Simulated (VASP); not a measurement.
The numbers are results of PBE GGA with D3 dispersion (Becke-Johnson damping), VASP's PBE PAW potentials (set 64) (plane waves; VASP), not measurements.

A VASP calculation is set up with these files.

### INCAR
```
# general
SYSTEM   =  TiO2
PREC     =  Accurate
ENCUT    =  520
LREAL    =  .FALSE.
LASPH    =  .TRUE.

# electronic loop
EDIFF    =  1E-7
NELM     =  100
ALGO     =  Normal
LMAXMIX  =  4

# smearing
ISMEAR   =  0
SIGMA    =  0.05

# functional
GGA      =  PE
IVDW     =  12

# ions
IBRION   =  2
NSW      =  30
ISIF     =  4
EDIFFG   =  -0.01

# output
LWAVE    =  .FALSE.
LCHARG   =  .FALSE.
```

### KPOINTS
```
kpoints
0
gamma
  8 8 8
```

POSCAR:
```
TiO2
1
   -1.8978241049     1.8978241049     4.7802774078
    1.8978241049    -1.8978241049     4.7802774078
    1.8978241049     1.8978241049    -4.7802774078
Ti O
2 4
Direct
  0.7500000000   0.2500000000   0.5000000000
  0.0000000000   0.0000000000   0.0000000000
  0.5416814310   0.0416814310   0.5000000000
  0.7916814310   0.7916814310   0.0000000000
  0.2083185690   0.2083185690   0.0000000000
  0.9583185690   0.4583185690   0.5000000000
```

POTCAR, in this order: Ti_sv O (PBE.64 set). Program: vasp_std.

Output of the run:

OUTCAR:
```
 ion  position               nearest neighbor table
   1  0.750  0.250  0.500-   4 1.94   5 1.94   4 1.94   5 1.94   3 1.99   6 1.99
   2  0.000  0.000  0.000-   3 1.94   6 1.94   3 1.94   6 1.94   5 1.99   4 1.99
   3  0.542  0.042  0.500-   2 1.94   2 1.94   1 1.99
   4  0.792  0.792  0.000-   1 1.94   1 1.94   2 1.99
   5  0.208  0.208  0.000-   1 1.94   1 1.94   2 1.99
   6  0.958  0.458  0.500-   2 1.94   2 1.94   1 1.99
  LATTYP: Found a body centered tetragonal cell.
 ALAT       =     3.7956482098
 C/A-ratio  =     2.5188200505
 Subroutine PRICEL returns:
 Original cell was already a primitive cell.
 Subroutine GETGRP returns: Found 16 space group operations
The static configuration has the point symmetry D_2d.
 The point group associated with its full space group is D_4h.
The dynamic configuration has the point symmetry D_2d.
 Subroutine INISYM returns: Found 16 space group operations
 Subroutine IBZKPT returns following result:
 Found     59 irreducible k-points:

 Following reciprocal coordinates:
            Coordinates               Weight
  0.000000  0.000000  0.000000      1.000000
  0.125000  0.000000  0.000000      8.000000
  0.250000  0.000000  0.000000      8.000000
  0.375000  0.000000  0.000000      8.000000
  0.500000  0.000000  0.000000      4.000000
  0.125000  0.125000  0.000000      8.000000
  0.250000  0.125000  0.000000     16.000000
  0.375000  0.125000  0.000000     16.000000
  0.500000  0.125000 -0.000000     16.000000
 -0.375000  0.125000  0.000000     16.000000
 -0.250000  0.125000  0.000000     16.000000
 -0.125000  0.125000  0.000000      4.000000
  0.250000  0.250000  0.000000      8.000000
  0.375000  0.250000 -0.000000     16.000000
  0.500000  0.250000  0.000000     16.000000
 -0.375000  0.250000  0.000000     16.000000
 -0.250000  0.250000  0.000000      4.000000
  0.375000  0.375000  0.000000      8.000000
  0.500000  0.375000  0.000000     16.000000
 -0.375000  0.375000  0.000000      4.000000
  0.500000  0.500000  0.000000      2.000000
  0.125000  0.125000  0.125000      8.000000
  0.250000  0.125000  0.125000     16.000000
  0.375000  0.125000  0.125000      8.000000
 -0.125000  0.125000  0.125000      4.000000
  0.250000  0.250000  0.125000      8.000000
  0.375000  0.250000  0.125000     16.000000
  0.500000  0.250000  0.125000      8.000000
 -0.250000  0.250000  0.125000      8.000000
 -0.125000  0.250000  0.125000      8.000000
  0.375000  0.375000  0.125000      4.000000
 -0.375000  0.375000  0.125000      8.000000
 -0.250000  0.375000  0.125000     16.000000
 -0.125000  0.375000  0.125000      8.000000
  0.500000  0.500000  0.125000      4.000000
 -0.375000  0.500000  0.125000     16.000000
 -0.250000  0.500000  0.125000     16.000000
 -0.125000  0.500000  0.125000      8.000000
 -0.375000 -0.375000  0.125000      8.000000
 -0.250000 -0.375000  0.125000     16.000000
   k-points           NKPTS =     59   k-points in BZ     NKDIM =     59   number of bands    NBANDS=     28
   number of dos      NEDOS =    301   number of ions     NIONS =      6
   total plane-waves  NPLWV =  74088
   dimension x,y,z NGX =    42 NGY =   42 NGZ =   42
   dimension x,y,z NGXF=    84 NGYF=   84 NGZF=   84
   ions per type =               2   4
   PREC   = accura    normal or accurate (medium, high low for compatibility)
   ISTART =      0    job   : 0-new  1-cont  2-samecut
   ICHARG =      2    charge: 1-file 2-atom 10-const
   ISPIN  =      1    spin polarized calculation?
   LNONCOLLINEAR =      F non collinear calculations
   LSORBIT =      F    spin-orbit coupling
   INIWAV =      1    electr: 0-lowe 1-rand  2-diag
...
```

OSZICAR:
```
       N       E                     dE             d eps       ncg     rms          rms(c)
DAV:   1     0.686405811267E+03    0.68641E+03   -0.24941E+04  3304   0.199E+03
DAV:   2     0.491429935123E+02   -0.63726E+03   -0.61722E+03  3664   0.578E+02
DAV:   3    -0.656009680892E+02   -0.11474E+03   -0.11189E+03  5084   0.216E+02
DAV:   4    -0.709095369855E+02   -0.53086E+01   -0.53033E+01  4556   0.493E+01
DAV:   5    -0.711397785647E+02   -0.23024E+00   -0.23019E+00  4628   0.835E+00    0.326E+01
DAV:   6    -0.543392599423E+02    0.16801E+02   -0.12008E+02  4240   0.104E+02    0.121E+01
DAV:   7    -0.539214617124E+02    0.41780E+00   -0.17181E+01  4260   0.328E+01    0.801E+00
DAV:   8    -0.540000933337E+02   -0.78632E-01   -0.40188E+00  4224   0.189E+01    0.394E+00
DAV:   9    -0.538395534072E+02    0.16054E+00   -0.14789E+00  4460   0.108E+01    0.105E+00
DAV:  10    -0.538510935585E+02   -0.11540E-01   -0.10450E-01  3880   0.249E+00    0.346E-01
DAV:  11    -0.538490419029E+02    0.20517E-02   -0.14618E-02  4120   0.778E-01    0.665E-02
DAV:  12    -0.538492505531E+02   -0.20865E-03   -0.13467E-03  4584   0.344E-01    0.104E-01
DAV:  13    -0.538491506987E+02    0.99854E-04   -0.64976E-04  4608   0.210E-01    0.125E-02
DAV:  14    -0.538491549155E+02   -0.42168E-05   -0.21413E-05  4160   0.358E-02    0.356E-03
DAV:  15    -0.538491556848E+02   -0.76934E-06   -0.15963E-06  4708   0.102E-02    0.313E-03
DAV:  16    -0.538491557048E+02   -0.19986E-07   -0.11213E-06  4604   0.105E-02    0.546E-04
DAV:  17    -0.538491557054E+02   -0.54115E-09   -0.69529E-08  2272   0.208E-03
   1 F= -.55188917E+02 E0= -.55188917E+02  d E =-.551889E+02
       N       E                     dE             d eps       ncg     rms          rms(c)
DAV:   1    -0.538497645532E+02   -0.60885E-03   -0.51329E-02  3384   0.212E+00    0.167E-01
DAV:   2    -0.538494488024E+02    0.31575E-03   -0.22211E-03  3764   0.446E-01    0.994E-02
DAV:   3    -0.538492104569E+02    0.23835E-03   -0.56901E-04  3956   0.253E-01    0.172E-02
DAV:   4    -0.538492120456E+02   -0.15887E-05   -0.10247E-04  3732   0.993E-02    0.747E-03
DAV:   5    -0.538492114041E+02    0.64151E-06   -0.36305E-06  4236   0.163E-02    0.430E-03
DAV:   6    -0.538492111081E+02    0.29596E-06   -0.14870E-06  3204   0.104E-02    0.147E-03
DAV:   7    -0.538492111011E+02    0.70058E-08   -0.54615E-07  3168   0.590E-03
   2 F= -.55189021E+02 E0= -.55189021E+02  d E =-.104340E-03
       N       E                     dE             d eps       ncg     rms          rms(c)
DAV:   1    -0.538492389345E+02   -0.27826E-04   -0.14459E-03  3408   0.356E-01    0.280E-02
DAV:   2    -0.538492303212E+02    0.86133E-05   -0.62691E-05  3736   0.748E-02    0.166E-02
DAV:   3    -0.538492237620E+02    0.65592E-05   -0.15816E-05  3968   0.421E-02    0.309E-03
DAV:   4    -0.538492237647E+02   -0.26748E-08   -0.28733E-06  3744   0.165E-02    0.126E-03
DAV:   5    -0.538492237624E+02    0.22719E-08   -0.84033E-08  2116   0.279E-03
   3 F= -.55189026E+02 E0= -.55189026E+02  d E =-.108907E-03
       N       E                     dE             d eps       ncg     rms          rms(c)
DAV:   1    -0.538492631542E+02   -0.39390E-04   -0.70377E-03  3344   0.695E-01    0.362E-02
DAV:   2    -0.538492658099E+02   -0.26556E-05   -0.24880E-04  3784   0.121E-01    0.205E-02
DAV:   3    -0.538492578651E+02    0.79448E-05   -0.19771E-05  4052   0.413E-02    0.375E-03
DAV:   4    -0.538492578251E+02    0.39912E-07   -0.21426E-06  4000   0.122E-02    0.154E-03
DAV:   5    -0.538492577873E+02    0.37885E-07   -0.91077E-08  2224   0.326E-03
   4 F= -.55189054E+02 E0= -.55189054E+02  d E =-.283183E-04
```

### OUTCAR
```
------------------------ aborting loop because EDIFF is reached ----------------------------------------
 Edisp (eV)   -1.33980
  FORCE on cell =-STRESS in cart. coord.  units (eV):
  Direction    XX          YY          ZZ          XY          YZ          ZX
  --------------------------------------------------------------------------------------
  Total      -0.04701    -0.04701    -0.02614     0.00000    -0.00000     0.00000
  in kB      -1.09353    -1.09353    -0.60806     0.00000    -0.00000     0.00000
  external pressure =       -0.93 kB  Pullay stress =        0.00 kB
  volume of cell :       68.87
      direct lattice vectors                 reciprocal lattice vectors
    -1.896686976  1.896686976  4.786011006     0.000000000  0.263617564  0.104471135
     1.896686976 -1.896686976  4.786011006     0.263617564  0.000000000  0.104471135
     1.896686976  1.896686976 -4.786011006     0.263617564  0.263617564  0.000000000
 POSITION                                       TOTAL-FORCE (eV/Angst)
 -----------------------------------------------------------------------------------
      0.00000      1.89669      2.39301         0.000000      0.000000     -0.000000
      1.89669      1.89669     -4.78601         0.000000      0.000000     -0.000000
     -0.00000      1.89669      0.39898        -0.000000     -0.000000      0.009787
      1.89669      1.89669      2.79199         0.000000      0.000000      0.009787
      0.00000      0.00000      1.99402         0.000000      0.000000     -0.009787
      0.00000      1.89669      4.38703        -0.000000     -0.000000     -0.009787
 -----------------------------------------------------------------------------------
    total drift:                                0.000000     -0.000000     -0.000000
  FREE ENERGIE OF THE ION-ELECTRON SYSTEM (eV)
  ---------------------------------------------------
  free  energy   TOTEN  =       -55.1890542079 eV

  energy  without entropy=      -55.1890542079  energy(sigma->0) =      -55.18905421

 reached required accuracy - stopping structural energy minimisation
```
(Selected blocks of OUTCAR.)

File CONTCAR:
```
TiO2
   1.00000000000000
    -1.8966869761282119    1.8966869761282119    4.7860110059291188
     1.8966869761282119   -1.8966869761282119    4.7860110059291188
     1.8966869761282119    1.8966869761282119   -4.7860110059291188
  Ti              O
     2     4
Direct
     0.7500000000000000    0.2500000000000000    0.5000000000000000
     0.0000000000000000    0.0000000000000000    1.0000000000000000
     0.5416820565491385    0.0416820565491385    0.5000000000000000
     0.7916820565491385    0.7916820565491385    1.0000000000000000
     0.2083179434508615    0.2083179434508615    0.0000000000000000
     0.9583179434508615    0.4583179434508615    0.5000000000000000
```

File OUTCAR:
```
 val. band max:        3.2789813596   @ k =  -0.3750   0.3750   0.0000

 cond. band min:       5.3902428803   @ k =   0.0000   0.0000   0.0000


 Fermi energy:         3.6267676648

 k-point     1 :       0.0000    0.0000    0.0000
  band No.  band energies     occupation
      1     -53.1344      2.00000
      2     -53.0777      2.00000
      3     -29.5819      2.00000
      4     -29.3532      2.00000
      5     -29.3532      2.00000
      6     -29.2855      2.00000
      7     -29.2855      2.00000
      8     -29.2075      2.00000
      9     -14.3112      2.00000
     10     -13.3105      2.00000
     11     -13.1862      2.00000
     12     -12.8426      2.00000
     13      -0.5882      2.00000
     14      -0.4755      2.00000
     15      -0.4755      2.00000
     16      -0.1102      2.00000
     17       1.2617      2.00000
     18       1.2617      2.00000
     19       1.3123      2.00000
     20       2.5243      2.00000
     21       2.5243      2.00000
     22       2.5284      2.00000
     23       2.8458      2.00000
     24       2.8458      2.00000
     25       5.3902      0.00000
     26       6.1044      0.00000
     27       7.2199      0.00000
     28       7.2204      0.00000

 k-point     2 :       0.1250    0.0000    0.0000
  band No.  band energies     occupation
      1     -53.1325      2.00000
      2     -53.0790      2.00000
      3     -29.5778      2.00000
      4     -29.3722      2.00000
      5     -29.3546      2.00000
      6     -29.2932      2.00000
      7     -29.2832      2.00000
      8     -29.2083      2.00000
      9     -14.2290      2.00000
     10     -13.2669      2.00000
     11     -13.1621      2.00000
     12     -12.8267      2.00000
     13      -0.7226      2.00000
     14      -0.5894      2.00000
     15      -0.4611      2.00000
     16      -0.1215      2.00000
     17       1.1859      2.00000
     18       1.2394      2.00000
     19       1.4178      2.00000
     20       2.1814      2.00000
...
```

The compound is TiO2 in the anatase structure, one of several forms; rutile is the usual stable one. This run relaxes it. Symmetry was kept, so distortions that lower it aren't found.
